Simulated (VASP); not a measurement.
Here is a VASP 6.6.1 calculation.

POSCAR

```
GaN                                     
1.0
    3.2185389994      0.0000000000      0.0000000000
   -1.6092694997      2.7873365324     -0.0000000000
    0.0000000000      0.0000000000      5.2436487429
  Ga              N             
     2     2
Direct
     0.3333333300000021    0.6666666699999979    0.9991549459878403
     0.6666666699999979    0.3333333300000021    0.4991549459878402
     0.3333333300000021    0.6666666699999979    0.3758450540121598
     0.6666666699999979    0.3333333300000021    0.8758450540121597
```

INCAR.step1

```
PREC = Accurate
ENCUT = 900
EDIFF = 1E-7
ISMEAR = 0
SIGMA = 0.02
LREAL = False
LASPH = True
NELM = 100
ALGO = Normal
ISIF = 2
LWAVE = False
LCHARG = True
GGA = PE
```

Contents of KPOINTS.step1:

```
Automatic mesh
0
Gamma
  12 12 6
```

File INCAR.step2:

```
PREC = Accurate
ENCUT = 900
EDIFF = 1E-7
ISMEAR = 0
SIGMA = 0.05
LREAL = False
LASPH = True
NELM = 100
ALGO = Normal
ISIF = 2
LWAVE = False
LCHARG = False
GGA = PE
ICHARG = 11
```

Contents of KPOINTS.step2:

```
path GMKGALHA,LM,KH
10
line-mode
reciprocal
 0.0000000000  0.0000000000  0.0000000000  G
 0.5000000000  0.0000000000  0.0000000000  M

 0.5000000000  0.0000000000  0.0000000000  M
 0.3333333333  0.3333333333  0.0000000000  K

 0.3333333333  0.3333333333  0.0000000000  K
 0.0000000000  0.0000000000  0.0000000000  G

 0.0000000000  0.0000000000  0.0000000000  G
 0.0000000000  0.0000000000  0.5000000000  A

 0.0000000000  0.0000000000  0.5000000000  A
 0.5000000000  0.0000000000  0.5000000000  L

 0.5000000000  0.0000000000  0.5000000000  L
 0.3333333333  0.3333333333  0.5000000000  H

 0.3333333333  0.3333333333  0.5000000000  H
 0.0000000000  0.0000000000  0.5000000000  A

 0.5000000000  0.0000000000  0.5000000000  L
 0.5000000000  0.0000000000  0.0000000000  M

 0.3333333333  0.3333333333  0.0000000000  K
 0.3333333333  0.3333333333  0.5000000000  H
```

Potentials or basis: VASP PAW PBE potentials, release 64 (Ga_h, N_h).

Launch:

```sh
$ cat potpaw_PBE.64/Ga_h/POTCAR potpaw_PBE.64/N_h/POTCAR > POTCAR
$ cp INCAR.step1 INCAR
$ cp KPOINTS.step1 KPOINTS
$ mpirun -np 1 vasp_std > vasp.out
$ cp INCAR.step2 INCAR
$ cp KPOINTS.step2 KPOINTS
$ mpirun -np 1 vasp_std > vasp.out
```

(1) What does it give for the band gap on the k mesh?

(2) Estimate the band gap along the path.

Results:

(1) 1.71 eV, direct.

(2) 1.71 eV, direct.

Caveat: the log is that of the step along the path at fixed density, whose energy, stress, charges and moments have no meaning.

**The experiment to reproduce.**

“Studying electronic properties in GaN without electrical contacts using γ-γ vs e−-γ Perturbed Angular Correlations”, 2019, pmc:6823545 quotes, for a bulk crystal of GaN: band gap 3.503 ± 0.005 eV (direct).

Against the measured gap of GaN, 3.503 eV (direct; quoted in “Studying electronic properties in GaN without electrical contacts using γ-γ vs e−-γ Perturbed Angular Correlations”, 2019, pmc:6823545), the calculated 1.71 eV is off by -1.79 eV. So large a miss can be the level of theory's own, or it may mean another phase, state or a wrong row. Spin-orbit coupling on Ga is left out. The value is that of PBE, without temperature or zero-point motion. Semilocal functionals fall short of measured gaps as a rule.
